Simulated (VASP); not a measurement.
Energy against volume of CaO (rock salt). Calculation: r2SCAN+rVV10, VASP's PBE PAW potentials (set 64) (plane waves; VASP). Run with 520 eV cut-off, 10×10×10 Γ-centred mesh, Gaussian smearing of 0.050 eV, potentials Ca_sv O.

```
V (Å³/atom)  E (eV/atom)
-----------  -----------
13.363          -9.51202
13.776          -9.51749
14.190          -9.51366
14.603          -9.50185
```

### Question
Fit these four points and predict the energy of the run at 12.950 Å³/atom.

### Answer
A cubic in V^(−2/3), the third-order Birch-Murnaghan form, passes through the four points with V0 = 13.80 Å³/atom and B0 = 119 GPa, and gives -9.4957 eV/atom there. The run gave -9.4956 eV/atom, +0.2 meV/atom from the fit; all five points give B0 = 119 GPa.

The compound is CaO in the rock salt structure. It was relaxed first.
